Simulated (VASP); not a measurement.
Consider the following.

```yaml
crystal:
  lattice:
    - [1.96268, -3.39946, 0.00000]
    - [1.96268, 3.39946, 0.00000]
    - [0.00000, 0.00000, 6.08557]
  atoms:
    - { symbol: La, position: [0.33333, 0.66667, 0.24518] }
    - { symbol: La, position: [0.66667, 0.33333, 0.75482] }
    - { symbol: O, position: [0.00000, 0.00000, 0.00000] }
    - { symbol: O, position: [0.33333, 0.66667, 0.64612] }
    - { symbol: O, position: [0.66667, 0.33333, 0.35388] }
```

Method: optB86b-vdW, VASP's PBE PAW potentials (set 64) (plane waves; VASP). Settings: 520 eV cut-off, Gaussian smearing of 0.050 eV, potentials La O.

Question: Give the energies of bands 12 to 23 at the high-symmetry points, in eV from the valence-band maximum.

Answer: 
```csv
band,Γ,M,K,A,L,H
12,-2.39,-2.21,-1.60,-2.72,-3.00,-2.30
13,-2.39,-2.00,-1.59,-2.72,-2.14,-2.30
14,-2.17,-1.93,-1.59,-2.61,-1.49,-1.68
15,-2.17,-1.27,-1.27,-1.88,-1.20,-1.36
16,-2.06,-0.74,-1.27,-1.88,-0.97,-1.36
17,-1.67,-0.71,-0.83,-1.00,-0.94,-0.59
18,-0.40,-0.63,-0.83,-0.81,-0.71,-0.28
19,-0.40,-0.42,-0.80,-0.30,-0.36,-0.28
20,-0.12,-0.29,-0.10,-0.30,0.00,-0.21
21,4.28,3.85,3.84,4.67,4.41,4.24
22,4.59,4.70,4.75,4.72,4.61,4.84
23,4.59,5.18,4.75,4.72,5.07,4.93
```

The gap is indirect, 3.84 eV, from the valence maximum at L to the conduction minimum at K.

The compound is La2O3 in the a-type structure. It was relaxed first.
